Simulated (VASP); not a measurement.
Computed with PBEsol GGA, VASP's PBE PAW potentials (set 64) (plane waves; VASP).

VASP input:

### KPOINTS
```
Automatic mesh
0
Gamma
7 7 7
0 0 0
```

### INCAR
```
SYSTEM = TiZn
PREC = Accurate
ENCUT = 300
EDIFF = 1E-6
NELM = 100
ALGO = Normal
LREAL = .FALSE.
LASPH = .TRUE.
ISMEAR = -1
SIGMA = 0.1
GGA = PS
LMAXMIX = 4
LWAVE = .FALSE.
LCHARG = .FALSE.
ISIF = 2
```

POSCAR:
```
TiZn
1
    3.1237500000     0.0000000000     0.0000000000
    0.0000000000     3.1237500000     0.0000000000
    0.0000000000     0.0000000000     3.1237500000
Ti Zn
1 1
Direct
  0.5097300000   0.4915010000   0.5043650000
 -0.0097300000   0.0084990000  -0.0043650000
```

POTCAR, in this order: Ti_sv Zn (PBE.64 set). Program: vasp_std.

At this cut-off the stress carries a Pulay error, which pulls relaxed volumes low.

### Question
What does the run give for the energy per atom (σ→0), pressure, largest force?

### Answer

- energy per atom (σ→0): -5.159 eV/atom
- pressure: -2.42 GPa
- largest force: 0.446 eV/Å

File OSZICAR:
```
...
DAV:   7    -0.103501574756E+02    0.28448E-01   -0.27081E-01  6552   0.721E+00    0.185E+00
DAV:   8    -0.103390042699E+02    0.11153E-01   -0.55510E-02  6648   0.317E+00    0.652E-01
DAV:   9    -0.103358679349E+02    0.31363E-02   -0.12416E-02  6808   0.169E+00    0.628E-02
DAV:  10    -0.103359111384E+02   -0.43204E-04   -0.55088E-04  5896   0.229E-01    0.408E-02
DAV:  11    -0.103359110926E+02    0.45822E-07   -0.29401E-05  7232   0.415E-02    0.173E-02
DAV:  12    -0.103359125573E+02   -0.14647E-05   -0.16982E-06  4192   0.159E-02    0.104E-02
DAV:  13    -0.103359121832E+02    0.37406E-06   -0.24043E-06  4504   0.128E-02
   1 F= -.10335912E+02 E0= -.10318081E+02  d E =-.356633E-01
```

The structure comes from a computed database's TiZn entry (Pm-3m); how it stands against other phases isn't given here. The cell was not relaxed at this level, atoms are displaced from their ideal sites.
